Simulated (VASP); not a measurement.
Output of a VASP run:

OSZICAR:
```
       N       E                     dE             d eps       ncg     rms          rms(c)
DAV:   1     0.426853940794E+02    0.42685E+02   -0.51205E+03   992   0.101E+03
DAV:   2    -0.300449324965E+01   -0.45690E+02   -0.43773E+02  1264   0.231E+02
DAV:   3    -0.412008085149E+01   -0.11156E+01   -0.11156E+01  1264   0.437E+01
DAV:   4    -0.412453469687E+01   -0.44538E-02   -0.44538E-02  1488   0.280E+00
DAV:   5    -0.412453667629E+01   -0.19794E-05   -0.19794E-05  1352   0.517E-02    0.643E+00
DAV:   6    -0.188285910233E+02   -0.14704E+02   -0.60144E+01   896   0.119E+02    0.763E+00
DAV:   7    -0.185635495271E+02    0.26504E+00   -0.37668E-01  1104   0.695E+00    0.634E+00
DAV:   8    -0.181825394166E+02    0.38101E+00   -0.11601E+01   896   0.244E+01    0.276E+00
DAV:   9    -0.181828883744E+02   -0.34896E-03   -0.44021E-02  1040   0.261E+00    0.264E+00
DAV:  10    -0.181982176700E+02   -0.15329E-01   -0.54597E-03   992   0.103E+00    0.251E+00
DAV:  11    -0.181108919618E+02    0.87326E-01   -0.95251E-01   896   0.713E+00    0.648E-01
DAV:  12    -0.181117756220E+02   -0.88366E-03   -0.88663E-03   904   0.130E+00    0.645E-01
DAV:  13    -0.181150677269E+02   -0.32921E-02   -0.18083E-02   912   0.113E+00    0.255E-01
DAV:  14    -0.181147449752E+02    0.32275E-03   -0.21840E-03   944   0.339E-01    0.776E-02
DAV:  15    -0.181148442812E+02   -0.99306E-04   -0.46878E-04  1000   0.181E-01    0.463E-02
DAV:  16    -0.181148120890E+02    0.32192E-04   -0.28232E-05   960   0.636E-02    0.173E-02
DAV:  17    -0.181148654734E+02   -0.53384E-04   -0.25728E-06   944   0.276E-02    0.375E-03
DAV:  18    -0.181148587343E+02    0.67390E-05   -0.15010E-06  1064   0.102E-02    0.848E-04
DAV:  19    -0.181148597241E+02   -0.98974E-06   -0.39786E-08   512   0.302E-03    0.820E-04
DAV:  20    -0.181148596236E+02    0.10050E-06   -0.49666E-08   536   0.186E-03    0.125E-04
DAV:  21    -0.181148597013E+02   -0.77749E-07   -0.38860E-09   496   0.809E-04
   1 F= -.18114860E+02 E0= -.18114860E+02  d E =-.574389E-11
```

OUTCAR:
```
------------------------ aborting loop because EDIFF is reached ----------------------------------------
  FORCE on cell =-STRESS in cart. coord.  units (eV):
  Direction    XX          YY          ZZ          XY          YZ          ZX
  --------------------------------------------------------------------------------------
  Total        1.2342242      1.2342242      1.2342242      0.0000000     -0.0000000      0.0000000
  in kB      111.2319928    111.2319928    111.2319928      0.0000000     -0.0000000      0.0000000
  external PRESSURE =     111.2319928 kB  Pullay stress =       0.0000000 kB
  volume of cell :       17.78
      direct lattice vectors                 reciprocal lattice vectors
     0.000000000  2.071484277  2.071484277    -0.241372819  0.241372819  0.241372819
     2.071484277  0.000000000  2.071484277     0.241372819 -0.241372819  0.241372819
     2.071484277  2.071484277  0.000000000     0.241372819  0.241372819 -0.241372819
  FREE ENERGIE OF THE ION-ELECTRON SYSTEM (eV)
  ---------------------------------------------------
  free  energy   TOTEN  =       -18.1148597013 eV

  energy  without entropy=      -18.1148597013  energy(sigma->0) =      -18.11485970
```
(Selected blocks of OUTCAR.)

**POSCAR**
```
MgO
1
    0.0000000000     2.0714842769     2.0714842769
    2.0714842769     0.0000000000     2.0714842769
    2.0714842769     2.0714842769     0.0000000000
Mg O
1 1
Direct
  0.0000000000   0.0000000000   0.0000000000
  0.5000000000   0.5000000000   0.5000000000
```

### Question
Reconstruct the remaining input files.

### Answer
This is not unique; one that fits is the input of the run itself, TPSS meta-GGA, plane waves, VASP's PBE PAW potentials (set 64).

INCAR:
```
SYSTEM = MgO
PREC = Accurate
ENCUT = 520
EDIFF = 1E-7
NELM = 100
ALGO = Normal
LREAL = .FALSE.
LASPH = .TRUE.
ISMEAR = 0
SIGMA = 0.05
METAGGA = TPSS
LMIXTAU = .TRUE.
LWAVE = .FALSE.
LCHARG = .FALSE.
ISIF = 2
```

### KPOINTS
```
Automatic mesh
0
Gamma
11 11 11
0 0 0
```

POTCAR, in this order: Mg O (PBE.64 set). Program: vasp_std.

The compound is MgO in the rock salt structure. This cell is one point of a volume scan, at 0.94 of the reference volume.
